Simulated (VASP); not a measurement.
An input for Ansatz (written as the equivalent of a VASP run, and not itself run):

Ansatz 0.2 input:
```yaml
crystal:
  lattice:
    - [3.7920030, 0.0000000, 0.0000000]
    - [0.0000000, 3.7920030, 0.0000000]
    - [0.0000000, 0.0000000, 16.2253540]
  atoms:
    - { symbol: Sn, position: [0.5000000, 0.0000000, 0.5685760] }
    - { symbol: Sn, position: [0.0000000, 0.5000000, 0.4314240] }
    - { symbol: O, position: [0.0000000, 0.0000000, 0.5000000] }
    - { symbol: O, position: [0.5000000, 0.5000000, 0.5000000] }
kpoints:
  mp_grid: { grid: [2, 2, 1] }
hamiltonian:
  xc: pbe
  pseudopotentials: { kind: paw }
scf:
  occupations: { method: gaussian, width: 0.2 }
  max_iter: 100
output: { forces: true, stress: true, eigenvalues: true }
```

### Question
Write the VASP files for the same calculation (PBE).

### Answer
One answer among several that fit: 
### KPOINTS
```
kpoints
0
gamma
  2 2 1
0 0 0
```

INCAR:
```
SYSTEM  =  SnO
PREC  =  Accurate; ENCUT  =  320; LREAL  =  F
LASPH  =  T
EDIFF  =  1E-6; NELM  =  100; ALGO  =  Normal
LMAXMIX  =  4
ISMEAR  =  0; SIGMA  =  0.2
GGA  =  PE
ISIF  =  2
LWAVE  =  F; LCHARG  =  F
```

File POSCAR:
```
SnO
1
    3.7920030000     0.0000000000     0.0000000000
    0.0000000000     3.7920030000     0.0000000000
    0.0000000000     0.0000000000    16.2253540000
Sn O
2 2
Direct
  0.5000000000   0.0000000000   0.5685760000
  0.0000000000   0.5000000000   0.4314240000
  0.0000000000   0.0000000000   0.5000000000
  0.5000000000   0.5000000000   0.5000000000
```

POTCAR, in this order: Sn_d O (PBE.64 set). Program: vasp_std.

Limits of the translation: each code has its own PAW files, so the cut-off isn't converted (ENCUT is set for VASP's; basis.ecutwfc is left out, and Ansatz then takes the one that its files recommend); Ansatz stops its SCF on the density residual and VASP on the energy change (EDIFF).

The cell is a sheet with vacuum, built from a generated structure.
